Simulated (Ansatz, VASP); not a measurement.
# KTaSe3: VASP beside Ansatz, part 2 of 2

Wanted: the spread between two codes on one cell, functional and k mesh. The cell is generated by rule, not measured, and may not be a known phase. The cell is taken from a series of runs on this material, whose earlier steps may have relaxed, scaled, displaced or heated it; both programs get it as it stands.

VASP 6.6.1 and Ansatz 0.2.0.

So far: Starting point; VASP: relaxation of cell and atoms, LDA.

The structure was built from a prototype and need not be the compound's stable phase.

**3. Ansatz: relaxation of cell and atoms, LDA**

Level of this step: Ansatz beside VASP: Kohn-Sham DFT, plane waves, LDA (Ansatz).

Ansatz runs on its PAW soft_1 files.

The same cell, functional (in two slightly different forms), mesh and smearing now go to Ansatz, which takes its cutoff from its data sets.

The input, input.yaml:

```yaml
crystal:
  lattice:
    - [-3.3848195134, 3.3848195134, 5.1609483207]
    - [3.3848195134, -3.3848195134, 5.1609483207]
    - [3.3848195134, 3.3848195134, -5.1609483207]
  atoms:
    - { symbol: K, position: [0.75, 0.25, 0.5] }
    - { symbol: K, position: [0.25, 0.75, 0.5] }
    - { symbol: Ta, position: [0.0, 0.0, 0.0] }
    - { symbol: Ta, position: [0.5, 0.5, 0.0] }
    - { symbol: Se, position: [0.1734597584, 0.6734597584, 0.8469195167] }
    - { symbol: Se, position: [0.8265402416, 0.3265402416, 0.1530804833] }
    - { symbol: Se, position: [0.75, 0.75, 0.0] }
    - { symbol: Se, position: [0.25, 0.25, 0.0] }
    - { symbol: Se, position: [0.6734597584, 0.8265402416, 0.5] }
    - { symbol: Se, position: [0.3265402416, 0.1734597584, 0.5] }
kpoints:
  mp_grid: { grid: [8, 8, 8] }
hamiltonian:
  xc: lda
  pseudopotentials: { kind: paw, azcp: { folder: soft_1 }, xc_functional: pbe }
scf:
  occupations: { method: methfessel_paxton, width: 0.2 }
output:
  forces: true
  stress: true
  eigenvalues: true
relax:
  adjacent_minimum: "off"
  f_tol: 0.001
  max_steps: 60
  cell: { stress_tol: 0.01 }
```

Command:

```sh
$ ansatz run input.yaml --threads 4 --pin off --max-ram 16384MiB --backend cpu --events-out ev --progress --plain --runs-dir out
```

Numbers of over 12 decimals in the logs are rounded to 6 here.

Log:

```text
Engine: ansatz 0.2.0, aarch64-unknown-linux-gnu
Pseudopotentials: kind: paw
Pseudopotential: K, paw, valence charge 9, recommended cutoff 420 eV (normal), soft_1/K.paw.azcp
Pseudopotential: Ta, paw, valence charge 13, recommended cutoff 420 eV (normal), soft_1/Ta.paw.azcp
Pseudopotential: Se, paw, valence charge 16, recommended cutoff 420 eV (normal), soft_1/Se.paw.azcp
Functional definition: SPW92
  exchange = slater_x
  correlation = pw_c
Crystal: 10 atoms, lattice volume = 236.516 Å³
Basis set: ecut = 420 eV, 4617 PW (Γ)
Bands: 84, of which v1, the nominal top of the filled ones, is band 70 counted from 1 (69 counted from 0)
Symmetry: 16 space group operations
Space group: I4/mcm (ITA 140), of the structure as read, at distance tolerance 6.2e-5 Å
k-points: 59 of 512
Non-local potential: K, projectors of the file, l = 0: 3, l = 1: 2, l = 2: 2
Non-local potential: Ta, projectors of the file, l = 0: 3, l = 1: 2, l = 2: 2, l = 3: 1
Non-local potential: Se, projectors of the file, l = 0: 2, l = 1: 2, l = 2: 3, l = 3: 1
PAW form: soft (Blöchl's): semilocal exchange-correlation on the pseudo side does not see the compensation charge
PAW frozen core: K, regenerated for the run's functional, and the local potential with it (the file was generated under x = pbe(κ = 0.804, μ = 0.219515), c = pbe(β = 0.066725))
PAW frozen core: Ta, regenerated for the run's functional, and the local potential with it (the file was generated under x = pbe(κ = 0.804, μ = 0.219515), c = pbe(β = 0.066725))
PAW frozen core: Se, regenerated for the run's functional, and the local potential with it (the file was generated under x = pbe(κ = 0.804, μ = 0.219515), c = pbe(β = 0.066725))
PAW one-centre angular grid: K, 110 points (default); XC on 64 Gauss nodes
PAW one-centre angular grid: Ta, 590 points (default); XC on 64 Gauss nodes
PAW one-centre angular grid: Se, 590 points (default); XC on 64 Gauss nodes
Initial density: superposition of atomic densities (chi_scale 0.1, normalization cell, long waves kept (reshape's long-wave potential 0.00 eV rms))
Initial wavefunctions: pseudopotential atomic-orbital guess
Functional: x = slater, c = lda
SCF iter   1: F=—  HF=-54669.689951 eV  |F-HF|=—  |Δ(HF+E_count)|=         —  Δρ=4.62e-2  dr2=7.94e0  ethr=3.10e-3  ⟨swp⟩=7.5  Hψ=18122  notcnv=0
preconditioner: auto → Kerker (q_TF=auto, 2.500 Å⁻¹)  [metal: Δε(μ)=0.025 eV  Ē_g=10.265 eV  σ=0.200 eV  W_gap=0.11  n_scr=60 (ndim 8)  ℏωp=18.7 eV  f_vac=0.007  D(μ)=2.93/eV (n_scr^D=14)]
SCF iter   2: F=—  HF=-54668.006641 eV  |F-HF|=—  |Δ(HF+E_count)|=    1.68e0  S|Δr|=    0.00e0  Δρ=2.52e-2  dr2=2.58e0  ethr=3.10e-3  ⟨swp⟩=2.0  Hψ=7933  notcnv=0  defer=358
SCF iter   3: F=—  HF=-54667.102779 eV  |F-HF|=—  |Δ(HF+E_count)|=   9.04e-1  S|Δr|=    0.00e0  Δρ=5.95e-3  dr2=2.09e-1  ethr=1.84e-3  ⟨swp⟩=2.2  Hψ=6975  notcnv=0  defer=358
SCF iter   4: F=—  HF=-54667.030330 eV  |F-HF|=—  |Δ(HF+E_count)|=   7.24e-2  S|Δr|=    0.00e0  Δρ=3.13e-3  dr2=6.77e-2  ethr=1.49e-4  ⟨swp⟩=2.0  Hψ=8943  notcnv=0  defer=354
SCF iter   5: F=—  HF=-54666.999975 eV  |F-HF|=—  |Δ(HF+E_count)|=   3.04e-2  S|Δr|=    0.00e0  Δρ=1.20e-3  dr2=8.72e-3  ethr=4.83e-5  ⟨swp⟩=2.3  Hψ=8527  notcnv=0  defer=354
SCF iter   6: F=—  HF=-54666.997430 eV  |F-HF|=—  |Δ(HF+E_count)|=   2.55e-3  S|Δr|=    0.00e0  Δρ=2.78e-4  dr2=3.61e-4  ethr=6.23e-6  ⟨swp⟩=2.0  Hψ=6266  notcnv=0  defer=354
SCF iter   7: F=—  HF=-54666.997414 eV  |F-HF|=—  |Δ(HF+E_count)|=   1.57e-5  S|Δr|=    0.00e0  Δρ=1.05e-4  dr2=6.95e-5  ethr=2.58e-7  ⟨swp⟩=2.0  Hψ=8571  notcnv=0  defer=354
SCF iter   8: F=—  HF=-54666.997270 eV  |F-HF|=—  |Δ(HF+E_count)|=   1.44e-4  S|Δr|=    0.00e0  Δρ=3.16e-5  dr2=6.04e-6  ethr=4.97e-8  ⟨swp⟩=2.0  Hψ=5918  notcnv=0  defer=354
SCF iter   9: F=—  HF=-54666.997270 eV  |F-HF|=—  |Δ(HF+E_count)|=   7.91e-8  S|Δr|=    0.00e0  Δρ=1.15e-5  dr2=7.10e-7  ethr=4.32e-9  ⟨swp⟩=2.0  Hψ=7423  notcnv=0  defer=354
SCF iter  10: F=—  HF=-54666.997270 eV  |F-HF|=—  |Δ(HF+E_count)|=   5.01e-8  S|Δr|=    0.00e0  Δρ=5.41e-6  dr2=1.10e-7  ethr=7.14e-11  ⟨swp⟩=13.1  Hψ=26317  notcnv=0
SCF iter  11: F=-54666.997269 eV  HF=-54666.997269 eV  |F-HF|=8.06e-9  |Δ(HF+E_count)|=   8.90e-8  S|Δr|=    0.00e0  Δρ=2.20e-6  dr2=1.98e-8  ethr=7.14e-11  ⟨swp⟩=4.1  Hψ=17481  notcnv=0
SCF 1 converged in 11 iterations: F = -54666.997269 eV  dr2 = 1.98e-8
  greatest PAW one-centre occupation: 1.000 electrons in one spin orbital (limit 2), on the Se atom at site 9 (counted from 0), in its partial waves of l = 2
relax step   1: F+E_penalty+E_count = -54666.99726944 eV  Δ(F+E_penalty+E_count) = +0.000e0 eV  max|allowed force component| = 1.278e-4 eV/Å  Δτ_max = 0.0000 Å  P = -0.001 GPa  Ω = 236.516 Å³  (11 SCF iters, dr2 threshold 1.00e-7 eV, accepted)
Initial density: handed on by an earlier stage of this run
Initial wavefunctions: pseudopotential atomic-orbital guess (no wavefunctions were taken with the density)
iter 1 solved again at ethr=1.70e-7 eV; its pass at ethr=3.10e-3 eV (dr2=2.38e-4 eV) is discarded
SCF iter   1: F=—  HF=-54666.997412 eV  |F-HF|=—  |Δ(HF+E_count)|=         —  Δρ=2.42e-6  dr2=2.11e-8  ethr=1.70e-7  ⟨swp⟩=3.0  Hψ=28463  notcnv=0
eigensolver tolerance schedule: the retry pair's looser diagonalisation over-reported the residual by 11315.36 of it (diagonalisation noise at 1.64 of the residual, at the tolerance the schedule requests for it); recorded, not acted on — ethr = c·dr2/N_el stays at c = 1.0e-1
preconditioner: auto → LDOS  [metal: Δε(μ)=0.029 eV  Ē_g=10.133 eV  σ=0.200 eV  W_gap=0.12  n_scr=60 (ndim 8)  ℏωp=18.7 eV  f_vac=0.042  D(μ)=2.04/eV (n_scr^D=10)  β→1.0]
SCF iter   2: F=—  HF=-54666.997269 eV  |F-HF|=—  |Δ(HF+E_count)|=   1.43e-4  S|Δr|=    0.00e0  Δρ=1.62e-6  dr2=9.02e-9  ethr=1.50e-11  ⟨swp⟩=3.0  Hψ=13177  notcnv=0
SCF iter   3: F=—  HF=-54666.997269 eV  |F-HF|=—  |Δ(HF+E_count)|=   1.74e-9  S|Δr|=    0.00e0  Δρ=8.77e-7  dr2=4.26e-9  ethr=6.44e-12  ⟨swp⟩=2.0  Hψ=7788  notcnv=0
SCF iter   4: F=—  HF=-54666.997269 eV  |F-HF|=—  |Δ(HF+E_count)|=  7.28e-10  S|Δr|=    0.00e0  Δρ=1.78e-7  dr2=8.46e-11  ethr=3.04e-12  ⟨swp⟩=2.0  Hψ=5606  notcnv=0
SCF iter   5: F=—  HF=-54666.997269 eV  |F-HF|=—  |Δ(HF+E_count)|=  5.82e-11  S|Δr|=    0.00e0  Δρ=5.04e-8  dr2=9.32e-12  ethr=1.00e-12  ⟨swp⟩=1.0  Hψ=4956  notcnv=0
SCF iter   6: F=-54666.997269 eV  HF=-54666.997269 eV  |F-HF|=0.00e0  |Δ(HF+E_count)|=    0.00e0  S|Δr|=    0.00e0  Δρ=1.14e-8  dr2=2.56e-13  ethr=1.00e-12  ⟨swp⟩=6.3  Hψ=21652  notcnv=0
SCF 2 converged in 6 iterations: F = -54666.997269 eV  dr2 = 2.56e-13
relax step   2: F+E_penalty+E_count = -54666.99726944 eV  Δ(F+E_penalty+E_count) = -6.286e-9 eV  max|allowed force component| = 1.274e-4 eV/Å  Δτ_max = 0.0000 Å  P = -0.001 GPa  Ω = 236.516 Å³  stress off target by 2.06e-3 GPa  SCF on the basis re-selected at this cell (its energy is not comparable with the rows above)  (6 SCF iters)
basis re-selected at this cell: Δ(F+E_penalty+E_count) = -6.286e-9 eV, ΔP = +0.000 GPa vs the last step (what re-selecting the basis moved, of the pressure what is left beyond the Pulay correction that the steps carried, after the strain that the cell walked since its last selection, with what the two solves' SCF thresholds leave and, on support functions, any second-order correction that the steps lacked; it is no m [...]
SCF converged after 6 iterations
Stability not checked: this state was not tested for a lower state beside it, because cold or Methfessel-Paxton smearing, or corrected tetrahedra, fill the levels in a way that the test cannot read (fill_not_monotonic; see scf.lower_state_search)
Free energy (F): -54666.997269 eV
Harris-Foulkes:  -54666.997269 eV  (|F-HF|=0.00e0)
Internal energy: -54667.000754 eV  (E = F + TS)
E sigma→0 (E₀):  -54666.998140 eV
Entropy (-TS):   0.003484 eV (0.348 meV/atom)
Fermi energy:    8.667939 eV
--- Per-component energies (eV) ---
  E_band       = -2842.244564
  E_kinetic    = 1968.189814
  E_local      = -19155.573908  (includes V_loc(G=0)·N_el)
  E_nonlocal   = -2083.547360
  E_hartree    = 9607.816900
  E_xc         = -1414.616883
  E_vxc        = -1343.011722  (∫ρ·V_xc dr)
  E_paw        = -29876.511042  (= ΣΔE_a)
  E_vpaw       = -1443.933095  (= ΣTr[D̂ρ^β])
  E_aug_tail   = -0.002082  (compensation charges beyond the density's cutoff)
  E_ewald      = -13727.093346
  E_core_change = 14.337154  (= ΣΔE_core)
  E_smearing   = 0.003484  (= −TS)
  E_closure    = 0.000000  (closes the sum)
  Σ components = -54666.997269   (vs F -54666.997269, Δ=0.00e0)
--- Forces (eV/Å), atoms counted from 1 ---
  atom   1  K      0.00000000    -0.00000000     0.00000000
  atom   2  K      0.00000000     0.00000000     0.00000000
  atom   3  Ta     0.00000000    -0.00000000    -0.00000000
  atom   4  Ta    -0.00000000     0.00000000    -0.00000000
  atom   5  Se     0.00012742     0.00012742     0.00000000
  atom   6  Se    -0.00012742    -0.00012742     0.00000000
  atom   7  Se     0.00000000    -0.00000000     0.00000000
  atom   8  Se     0.00000000     0.00000000     0.00000000
  atom   9  Se    -0.00012742     0.00012742     0.00000000
  atom  10  Se     0.00012742    -0.00012742     0.00000000
  max |Σ_I F_I| component: 3.25e-19 eV/Å
--- Stress (GPa, compression-positive) ---
       -0.002056       0.000000       0.000000
        0.000000      -0.002056       0.000000
        0.000000       0.000000       0.001736
  P = ⅓ Tr σ = -0.0008 GPa (-0.008 kbar)
--- Band table (eV; the first three rows and the last of 59) ---
  k-point 0: bands = [... 66 lower, 7.8482, 8.2615, 8.4889, 8.8396, 8.8396, 9.2058, 9.2058, 9.6234, ... 10 higher]
  k-point 1: bands = [... 66 lower, 7.8448, 8.1258, 8.1298, 8.5241, 9.0566, 9.3260, 9.5089, 9.9717, ... 10 higher]
  k-point 2: bands = [... 66 lower, 7.8958, 7.9179, 8.0233, 8.6324, 8.6682, 9.8194, 9.9594, 10.2566, ... 10 higher]
  k-point 58: bands = [... 66 lower, 7.0359, 7.1527, 8.5066, 8.7682, 8.7682, 9.5434, 10.4629, 10.4629, ... 10 higher]
--- Relaxed structure (1 steps of the walk, 1 accepted, 1 SCFs on fresh bases) ---
  F+E_penalty+E_count = -54666.99726944 eV   max|allowed force component| = 1.274e-4 eV/Å   (the final SCF, on the basis selected at the relaxed cell)
  cell:  # Å, volume = 236.5160 Å³
    - [-3.3848195134, 3.3848195134, 5.1609483207]
    - [3.3848195134, -3.3848195134, 5.1609483207]
    - [3.3848195134, 3.3848195134, -5.1609483207]
  atoms:
    - { symbol: K, position: [0.750000, 0.250000, 0.500000] }
    - { symbol: K, position: [0.250000, 0.750000, 0.500000] }
    - { symbol: Ta, position: [0.0, 0.0, 0.0] }
    - { symbol: Ta, position: [0.500000, 0.500000, 0.0] }
    - { symbol: Se, position: [0.173460, 0.673460, 0.846920] }
    - { symbol: Se, position: [0.826540, 0.326540, 0.153080] }
    - { symbol: Se, position: [0.750000, 0.750000, 0.0] }
    - { symbol: Se, position: [0.250000, 0.250000, 0.0] }
    - { symbol: Se, position: [0.673460, 0.826540, 0.500000] }
    - { symbol: Se, position: [0.326540, 0.173460, 0.500000] }
```

**4. Differences**

Known differences besides the potentials themselves: the two LDA forms differ slightly; the data sets hold 140 valence electrons in Ansatz (on its PAW soft_1 files) and 76 in VASP; the cutoff is 420 eV in Ansatz and 500 eV in VASP; VASP's log shows a relativistic correction to its local exchange, Ansatz's none; Ansatz adds a Pulay correction to the stress that steers its cell, VASP none. Total energies have different zeros and are not compared.

The two programs side by side:

| quantity | Ansatz | VASP | difference |
| --- | --- | --- | --- |
| volume (Å³) | 236.52 | 237.58 | -0.45 % |
| edge a after relaxation, in the typed setting (Å) | 7.039 | 7.050 | -0.15 % |

**5. Outcome**

```
difference in volume (relaxation of cell and atoms, LDA) : -0.45 %
```

The difference in volume is -0.45 % (relaxation of cell and atoms, LDA), within the 1.2 % picked in this series as the mark of a large difference, as far as the stopping tolerances let one tell. The data sets hold unlike numbers of valence electrons (140 in Ansatz and 76 in VASP), so part of the differences comes from the potentials. How closely two codes agree says nothing of how well the functional describes the real material.

[Lines on the potential files, build, host, timing and source positions are cut from VASP's logs without a mark.]

[Logs are printed without paths, hosts, clocks, repeated set-up lines and the standing remarks that a program may print on its own settings, such as how far it seeks lower states.]

[Hosts, paths, dates, database ids (printed as entryN), source tags and the programs' standing remarks are cut or masked in the printed files.]
